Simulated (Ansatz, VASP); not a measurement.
## Cross-check of Sr2SiS4 between VASP and Ansatz

Wanted: the spread between two codes on one cell, functional and k mesh. The cell is taken from a series of runs on this material, whose earlier steps may have relaxed, scaled, displaced or heated it; both programs get it as it stands.

Method: plane waves, with VASP 6.6.1 beside it; relaxation of cell and atoms at r2SCAN, in Ansatz 0.2.0.

### Step 1. The structure

The structure is monoclinic, space group P2_1/m (No. 11). Conventional cell: a = 6.609 Å, b = 6.660 Å, c = 8.262 Å, α = 90.00°, β = 108.22°, γ = 90.00°. Nearest to Sr lie 9 S at 2.96 to 3.80 Å and 4 Si at 3.51 to 3.93 Å. Sr has 8 S at 3.04 to 3.46 Å and 3 Si at 3.71 to 3.89 Å nearest. Nearest to Si lie 4 S at 2.12 to 2.13 Å and 7 Sr at 3.51 to 3.93 Å. Nearest to S lie 1 Si at 2.12 Å and 5 Sr at 3.03 to 3.80 Å. S has 1 Si at 2.13 Å and 4 Sr at 2.96 to 3.46 Å nearest. Nearest to S lie 1 Si at 2.12 Å and 4 Sr at 3.01 to 3.13 Å. Farther neighbours and most contacts between anions are not listed.

### Step 2. VASP: relaxation of cell and atoms, r2SCAN

The relaxed volume is the usual yardstick between codes: in a stiff, nearly cubic crystal its relative difference is about their pressure difference at one cell divided by the bulk modulus.

Lines of VASP's logs that name or quote its potential files are left out, and so is its time.

File INCAR:

```
SYSTEM = Sr2SiS4
PREC = Accurate
ENCUT = 550
EDIFF = 1E-07
NELM = 120
ISMEAR = -1
SIGMA = 0.02
LREAL = .FALSE.
ALGO = Normal
METAGGA = R2SCAN
LASPH = .TRUE.
NBANDS = 62
LORBIT = 11
LWAVE = .FALSE.
LCHARG = .FALSE.
ISIF = 3
IBRION = 2
NSW = 80
EDIFFG = -0.005
GGA_COMPAT = .FALSE.
NELMIN = 4
EFERMI = MIDGAP
LMIXTAU = .TRUE.
KPAR = 4
```

File POSCAR:

```
Sr2SiS4
1.0
    6.6087390000      0.0000000000      0.0000000000
    0.0000000000      6.6595420000      0.0000000000
   -2.5827480000      0.0000000000      7.8482300000
Sr Si S
4 2 8
Direct
    0.2836712325      0.7500000751      0.9518091340
    0.7163287675      0.2500000751      0.0481908660
    0.2248299123      0.7500000751      0.4292637958
    0.7751700877      0.2500000751      0.5707362042
    0.7213009693      0.7500000751      0.7968461679
    0.2786990307      0.2500000751      0.2031538321
    0.8864533900      0.7500000751      0.0615759222
    0.1135466100      0.2500000751      0.9384240778
    0.9169004913      0.7500000751      0.6356679149
    0.0830994589      0.2500000751      0.3643319577
    0.5103840792      0.5019668019      0.7372481438
    0.4896159208      0.0019666518      0.2627518562
    0.4896159208      0.4980333482      0.2627518562
    0.5103840792      0.9980333482      0.7372481438
```

File KPOINTS:

```
Automatic mesh
0
Gamma
4 4 4
0 0 0
```

The projector-augmented-wave data sets are Sr_sv, Si and S (PBE family, release 64).

Run with:

```console
$ mpirun -np 4 vasp_std
```

Numbers of over 12 decimals in the logs are rounded to 6 here.

The program printed:

```text
[banner, memory and clock lines left out]
running    4 mpi-ranks, on    1 nodes
 distrk:  each k-point on    1 cores,    4 groups
 distr:  one band on    1 cores,    1 groups

 POSCAR found type information on POSCAR SrSiS
 POSCAR found :  3 types and      14 ions
|                                                                             |
|               ----> ADVICE to this user running VASP <----                  |
|                                                                             |
|     You enforced a specific xc type in the INCAR file but a different       |
|     [... a line on the potential file left out ...]
|     I HOPE YOU KNOW WHAT YOU ARE DOING!                                     |
|                                                                             |

 LDA part: xc-table for (None), standard interpolation
 POSCAR, INCAR and KPOINTS ok, starting setup
 FFT: planning ... GRIDC
 FFT: planning ... GRID_SOFT
 FFT: planning ... GRID
 WAVECAR not read
 entering main loop
       N       E                     dE             d eps       ncg     rms          rms(c)
DAV:   1     0.502313259498E+03    0.50231E+03   -0.45769E+04  3720   0.147E+03
DAV:   2    -0.132618900769E+03   -0.63493E+03   -0.60906E+03  4700   0.303E+02
DAV:   3    -0.189688591382E+03   -0.57070E+02   -0.56696E+02  5048   0.792E+01
DAV:   4    -0.192878143014E+03   -0.31896E+01   -0.31750E+01  6328   0.180E+01
DAV:   5    -0.193050381050E+03   -0.17224E+00   -0.17217E+00  5384   0.292E+00    0.305E+01
DAV:   6    -0.177861881950E+03    0.15188E+02   -0.11012E+01  4944   0.105E+01    0.219E+01
DAV:   7    -0.161954396898E+03    0.15907E+02   -0.51616E+00  4840   0.972E+00    0.264E+00
DAV:   8    -0.165568880892E+03   -0.36145E+01   -0.53588E+00  4600   0.973E+00    0.503E+00
DAV:   9    -0.167195124840E+03   -0.16262E+01   -0.11909E+00  4562   0.579E+00    0.244E+00
DAV:  10    -0.167174907018E+03    0.20218E-01   -0.14687E-01  4192   0.232E+00    0.201E+00
DAV:  11    -0.167302113091E+03   -0.12721E+00   -0.17562E-01  4762   0.177E+00    0.365E-01
DAV:  12    -0.167440335351E+03   -0.13822E+00   -0.20227E-01  4008   0.302E+00    0.116E+00
DAV:  13    -0.167481665627E+03   -0.41330E-01   -0.11055E-02  4312   0.577E-01    0.631E-01
DAV:  14    -0.167491382621E+03   -0.97170E-02   -0.67145E-03  4072   0.557E-01    0.268E-01
[...]
DAV:  33    -0.167492081512E+03    0.21132E-06   -0.70961E-07  3824   0.319E-03    0.232E-02
DAV:  34    -0.167492080673E+03    0.83900E-06   -0.67498E-06  4376   0.878E-03    0.262E-02
DAV:  35    -0.167492080608E+03    0.64904E-07   -0.14091E-06  4128   0.398E-03    0.351E-02
DAV:  36    -0.167492080469E+03    0.13889E-06   -0.72098E-08  2568   0.142E-03    0.345E-02
DAV:  37    -0.167492080062E+03    0.40720E-06   -0.67119E-08  2400   0.118E-03    0.320E-02
DAV:  38    -0.167492079834E+03    0.22778E-06   -0.17509E-07  2530   0.129E-03    0.285E-02
DAV:  39    -0.167492079948E+03   -0.11378E-06   -0.28172E-08  2346   0.691E-04    0.272E-02
DAV:  40    -0.167492079942E+03    0.59235E-08   -0.51077E-08  2346   0.919E-04
   1 F= -.16749208E+03 E0= -.16749208E+03  d E =-.167492E+03
[...]
2 F= -.16749213E+03 E0= -.16749213E+03  d E =-.520715E-04
[...]
3 F= -.16749214E+03 E0= -.16749214E+03  d E =-.582129E-04
[...]
4 F= -.16749217E+03 E0= -.16749217E+03  d E =-.317143E-04
[...]
5 F= -.16749218E+03 E0= -.16749218E+03  d E =-.393493E-04
 curvature:  -1.18 expect dE=-0.247E-04 dE for cont linesearch -0.737E-09
 trial: gam= 0.30690 g(F)=  0.127E-04 g(S)=  0.834E-05 ort =-0.273E-06 (trialstep = 0.830E+00)
 search vector abs. value=  0.321E-04
 bond charge predicted
       N       E                     dE             d eps       ncg     rms          rms(c)
DAV:   1    -0.167492189530E+03   -0.12084E-04   -0.14371E-03  3780   0.131E-01    0.272E-02
DAV:   2    -0.167492192693E+03   -0.31628E-05   -0.73534E-05  4464   0.345E-02    0.134E-02
DAV:   3    -0.167492193733E+03   -0.10401E-05   -0.39571E-06  5008   0.899E-03    0.858E-03
DAV:   4    -0.167492193325E+03    0.40758E-06   -0.17418E-06  4464   0.567E-03    0.304E-03
DAV:   5    -0.167492193486E+03   -0.16052E-06   -0.73946E-07  4194   0.448E-03    0.122E-03
DAV:   6    -0.167492193595E+03   -0.10952E-06   -0.20753E-07  2912   0.249E-03    0.114E-03
DAV:   7    -0.167492193633E+03   -0.37468E-07   -0.54425E-08  2462   0.113E-03
   6 F= -.16749219E+03 E0= -.16749219E+03  d E =-.161282E-04
 trial-energy change:   -0.000016  1 .order   -0.000014   -0.000017   -0.000011
 step:   1.2499(harm=  2.3649)  dis= 0.00053  next Energy=  -167.492197 (dE=-0.192E-04)
 reached required accuracy - stopping structural energy minimisation
```

OUTCAR, selected parts (step 2):

```text
ion  position               nearest neighbor table
   1  0.284  0.750  0.952-   9 2.96  12 3.01  13 3.01   7 3.03  14 3.13  11 3.13   8 3.51   8 3.51
                             5 3.51   5 3.53   7 3.80   6 3.93   6 3.93   3 4.08   3 4.21   2 4.30
   2  0.716  0.250  0.048-  10 2.96  11 3.01  14 3.01   8 3.03  13 3.13  12 3.13   7 3.51   7 3.51
                             6 3.51   6 3.53   8 3.80   5 3.93   5 3.93   4 4.08   4 4.21   1 4.30
   3  0.225  0.750  0.429-   9 3.04  12 3.05  13 3.05  14 3.12  11 3.12   7 3.16  10 3.46  10 3.46
                             5 3.71   6 3.89   6 3.89   1 4.08   1 4.21   4 4.80   4 4.80   4 4.84
   4  0.775  0.250  0.571-  10 3.04  11 3.05  14 3.05  13 3.12  12 3.12   8 3.16   9 3.46   9 3.46
                             6 3.71   5 3.89   5 3.89   2 4.08   2 4.21   3 4.80   3 4.80   3 4.84
   5  0.721  0.750  0.797-   7 2.12  14 2.12  11 2.12   9 2.13   1 3.51   1 3.53   3 3.71   4 3.89
                             4 3.89   2 3.93   2 3.93
   6  0.279  0.250  0.203-   8 2.12  13 2.12  12 2.12  10 2.13   2 3.51   2 3.53   4 3.71   3 3.89
                             3 3.89   1 3.93   1 3.93
   7  0.886  0.750  0.062-   5 2.12   1 3.03   3 3.16   2 3.51   2 3.51   1 3.80
   8  0.114  0.250  0.938-   6 2.12   2 3.03   4 3.16   1 3.51   1 3.51   2 3.80
   9  0.917  0.750  0.636-   5 2.13   1 2.96   3 3.04   4 3.46   4 3.46
  10  0.083  0.250  0.364-   6 2.13   2 2.96   4 3.04   3 3.46   3 3.46
  11  0.510  0.502  0.737-   5 2.12   2 3.01   4 3.05   3 3.12   1 3.13
  12  0.490  0.002  0.263-   6 2.12   1 3.01   3 3.05   4 3.12   2 3.13
  13  0.490  0.498  0.263-   6 2.12   1 3.01   3 3.05   4 3.12   2 3.13
  14  0.510  0.998  0.737-   5 2.12   2 3.01   4 3.05   3 3.12   1 3.13

  LATTYP: Found a simple monoclinic cell.
 ALAT       =     6.6087390000
 B/A-ratio  =     1.0076872456
 C/A-ratio  =     1.2502055006
 COS(beta)  =    -0.3125950006

 Subroutine GETGRP returns: Found  4 space group operations
 (whereof  2 operations were pure point group operations)

The static configuration has the point symmetry S_2 .
 The point group associated with its full space group is C_2h.

 Found     30 irreducible k-points:

   k-points           NKPTS =     30   k-points in BZ     NKDIM =     30   number of bands    NBANDS=     62

   dimension x,y,z NGX =    54 NGY =   54 NGZ =   64
   dimension x,y,z NGXF=   108 NGYF=  108 NGZF=  128

   ENCUT  =  550.0 eV  40.42 Ry    6.36 a.u.  12.64 12.73 15.80*2*pi/ulx,y,z

   NELECT =      96.0000    total number of electrons

 k-points in reciprocal lattice and weights: Automatic mesh
   0.00000000  0.00000000  0.00000000       0.016
   0.25000000  0.00000000 -0.00000000       0.031
   0.50000000  0.00000000 -0.00000000       0.016
   0.00000000  0.25000000  0.00000000       0.031
   0.25000000  0.25000000 -0.00000000       0.062
   0.50000000  0.25000000 -0.00000000       0.031
   0.00000000  0.50000000  0.00000000       0.016
   0.25000000  0.50000000 -0.00000000       0.031
   0.50000000  0.50000000 -0.00000000       0.016
[...]
0.25000000  0.50000000  0.50000000       0.031
   0.50000000  0.50000000  0.50000000       0.016

 average (electrostatic) potential at core
       1 -41.7237       2 -41.7237       3 -42.2931       4 -42.2931       5 -89.5634
       6 -89.5634       7 -90.2007       8 -90.2007       9 -90.3405      10 -90.3405
      11 -90.2934      12 -90.2934      13 -90.2934      14 -90.2934

 E-fermi :   4.1542

 k-point     1 :       0.0000    0.0000    0.0000
  band No.  band energies     occupation
    ...
     44       1.9525      2.00000
     45       1.9552      2.00000
     46       2.1344      2.00000
     47       2.2496      2.00000
     48       2.4544      2.00000
     49       6.3796      0.00000
     50       6.6050      0.00000
     51       6.7303      0.00000
     52       6.9579      0.00000
     53       7.0706      0.00000
    ...

 k-point     2 :       0.2500    0.0000   -0.0000
  band No.  band energies     occupation
    ...
     44       1.7174      2.00000
     45       2.0193      2.00000
     46       2.1097      2.00000
     47       2.2661      2.00000
     48       2.3552      2.00000
     49       6.0323      0.00000
     50       6.3789      0.00000
     51       6.8076      0.00000
     52       6.9145      0.00000
     53       7.1309      0.00000
    ...

 k-point     3 :       0.5000    0.0000   -0.0000
  band No.  band energies     occupation
    ...
     44       1.7653      2.00000
     45       2.0244      2.00000
     46       2.0274      2.00000
     47       2.2311      2.00000
     48       2.2837      2.00000
     49       5.8539      0.00000
     50       6.3414      0.00000
     51       6.5389      0.00000
     52       6.8278      0.00000
     53       6.9630      0.00000
    ...

  Total        0.0116830     -0.0265680      0.0154891      0.0000000      0.0000000     -0.0044709
  in kB        0.0542003     -0.1232552      0.0718574      0.0000000      0.0000000     -0.0207413
  external PRESSURE =       0.0009342 kB  Pullay stress =       0.0000000 kB

  energy-cutoff  :      550.00
  volume of cell :      345.35
      direct lattice vectors                 reciprocal lattice vectors
     6.605164412  0.000000000 -0.002083641     0.151412406  0.000000000  0.049835267
     0.000000000  6.660973805  0.000000000     0.000000000  0.150128199  0.000000000
    -2.583825726  0.000000000  7.850329561     0.000040188  0.000000000  0.127396415

 POSITION                                       TOTAL-FORCE (eV/Angst)
 -----------------------------------------------------------------------------------
     -0.58426      4.99573      7.47059         0.001090     -0.000000      0.000249
      4.60560      1.66524      0.37765        -0.001090     -0.000000     -0.000249
      0.37560      4.99573      3.36996        -0.002756     -0.000000     -0.000154
      3.64574      1.66524      4.47829         0.002756     -0.000000      0.000154
      2.70388      4.99573      6.25353        -0.001124     -0.000000     -0.002293
      1.31746      1.66524      1.59471         0.001124     -0.000000      0.002293
      5.69448      4.99573      0.48137        -0.003019     -0.000000     -0.000968
     -1.67314      1.66524      7.36687         0.003019     -0.000000      0.000968
      4.41259      4.99573      4.98780        -0.000322     -0.000000     -0.000904
     -0.39125      1.66524      2.86044         0.000322     -0.000000      0.000904
      1.46637      3.34227      5.78582        -0.003646      0.001825     -0.001919
      2.55497      0.01178      2.06242         0.003646      0.001825      0.001919
      2.55497      3.31870      2.06242         0.003646     -0.001825      0.001919
      1.46637      6.64919      5.78582        -0.003646     -0.001825     -0.001919
 -----------------------------------------------------------------------------------
    total drift:                               -0.000178     -0.000380     -0.000419

  FREE ENERGIE OF THE ION-ELECTRON SYSTEM (eV)
  ---------------------------------------------------
  free  energy   TOTEN  =      -167.4921936327 eV

  energy  without entropy=     -167.4921936327  energy(sigma->0) =     -167.49219363

 reached required accuracy - stopping structural energy minimisation

 total charge
# of ion       s       p       d       tot
------------------------------------------
    1        2.002   5.869   0.179   8.050
    2        2.002   5.869   0.179   8.050
    3        1.997   5.858   0.153   8.008
    4        1.997   5.858   0.153   8.008
    5        0.689   0.880   0.000   1.569
    6        0.689   0.880   0.000   1.569
    7        1.314   2.476   0.000   3.790
    8        1.314   2.476   0.000   3.790
    9        1.311   2.489   0.000   3.800
   10        1.311   2.489   0.000   3.800
   11        1.322   2.495   0.000   3.817
   12        1.322   2.495   0.000   3.817
   13        1.322   2.495   0.000   3.817
   14        1.322   2.495   0.000   3.817
--------------------------------------------------
tot         19.914  45.124   0.665  65.704

[... 3 further parts left out ...]
```

CONTCAR:

```
Sr2SiS4
   1.00000000000000
     6.6051644121366753    0.0000000000000000   -0.0020836407195766
     0.0000000000000000    6.6609738050408982    0.0000000000000000
    -2.5838257255160797    0.0000000000000000    7.8503295611841502
  Sr              Si              S
     4     2     8
Direct
     0.2838351272401443    0.7500000750999973    0.9517032856830534
     0.7161648727598556    0.2500000750999973    0.0482967143169464
     0.2248126639405284    0.7500000750999973    0.4293359376252698
     0.7751873360594718    0.2500000750999973    0.5706640623747302
     0.7210479120799117    0.7500000750999973    0.7967861884402514
     0.2789520879200884    0.2500000750999973    0.2032138115597485
     0.8862043241082418    0.7500000750999973    0.0615541296060589
     0.1137956758917582    0.2500000750999973    0.9384458703939410
     0.9166897138983050    0.7500000750999973    0.6356055747381241
     0.0833102363016945    0.2500000750999973    0.3643942978618759
     0.5103639398729922    0.5017691263722802    0.7371517727876211
     0.4896360601270078    0.0017689762722802    0.2628482272123789
     0.4896360601270078    0.4982310237277198    0.2628482272123789
     0.5103639398729922    0.9982310237277198    0.7371517727876211
```

(Part 1 of 2 ends here.)

[Lines on the potential files, build, host, timing and source positions are cut from VASP's logs without a mark.]

[Logs are printed without paths, hosts, clocks, repeated set-up lines and the standing remarks that a program may print on its own settings, such as how far it seeks lower states.]

[Hosts, paths, dates, database ids (printed as entryN), source tags and the programs' standing remarks are cut or masked in the printed files.]
